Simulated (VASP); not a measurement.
Here is a VASP 6.6.1 calculation.

INCAR

```
SYSTEM = Ag
PREC = Accurate
ENCUT = 400
EDIFF = 1E-7
ISMEAR = 0
SIGMA = 0.01
LREAL = .False.
LASPH = .True.
NELM = 60
ALGO = Fast
ISIF = 2
LWAVE = .False.
LCHARG = .False.
ISPIN = 2
MAGMOM = 0.5
LORBIT = 11
NUPDOWN = 1
LMAXMIX = 4
GGA = RP
IVDW = 12
NBANDS = 16
ISYM = 0
```

The input KPOINTS:

```
Automatic mesh
0
Gamma
  1 1 1
  0 0 0
```

File POSCAR:

```
Ag                                      
1.0
   10.5000000000      0.0000000000      0.0000000000
    0.0000000000     11.0000000000      0.0000000000
    0.0000000000      0.0000000000     11.5000000000
  Ag            
     1
Selective dynamics
Direct
     0.5000000000000000    0.5045454544999970    0.5000000000000000   F   F   F
```

Potentials or basis: VASP PAW PBE potentials, release 64 (Ag).

Run with:

```sh
$ cat potpaw_PBE.64/Ag/POTCAR > POTCAR
$ mpirun -np 4 vasp_gam > vasp.out
```

(1) What does it give for the dispersion energy per atom?

## Answers

(1) -0.001 eV.

Caveat: the total moment is fixed, so each spin has its own Fermi level.
